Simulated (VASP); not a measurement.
Energy against volume of CoGa (CsCl type). Level of theory: TPSS meta-GGA, VASP's PBE PAW potentials (set 64) (plane waves; VASP).

```csv
V (Å³/atom),E (eV/atom)
10.867,-13.12570
11.214,-13.14786
11.560,-13.15478
11.907,-13.14891
12.254,-13.13225
```

**Question.** Fit a third-order Birch-Murnaghan equation of state.

**Answer.** 
The volume per atom comes out as 11.56 Å³/atom and the bulk modulus is 196 GPa. The pressure derivative of the bulk modulus is 4.74 and the lattice constant a is 284.9 pm.

The compound is CoGa in the CsCl type structure. It was relaxed first. The run is not spin-polarised, so no magnetic state was tried.
